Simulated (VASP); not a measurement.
Given:

```
CELL_PARAMETERS angstrom
      1.91651    -3.31949     0.00000
      1.91651     3.31949     0.00000
      0.00000     0.00000     6.23664
ATOMIC_POSITIONS crystal
  Sn 0.00000 0.00000 0.00000
  Se 0.33333 0.66667 0.25259
  Se 0.66667 0.33333 0.74741
```

All values below come from r2SCAN+rVV10, VASP's PBE PAW potentials (set 64) (plane waves; VASP). Numerical set-up: 520 eV cut-off, 8×8×4 Γ-centred mesh, tetrahedra with Blöchl corrections, potentials Sn_d Se.

The cores are frozen, which limits the accuracy of field gradients.

Give the principal components of the electric field gradient (V/Å²) and the asymmetry η at each nucleus.

| atom | Vxx | Vyy | Vzz | η |
|---|---|---|---|---|
| Sn1 | -2.2 | -2.2 | 4.4 | 0.00 |
| Se2 | 37.6 | 37.6 | -75.2 | 0.00 |
| Se3 | 37.6 | 37.6 | -75.2 | 0.00 |

The compound is SnSe2 in the 1T layered structure. It was relaxed first.
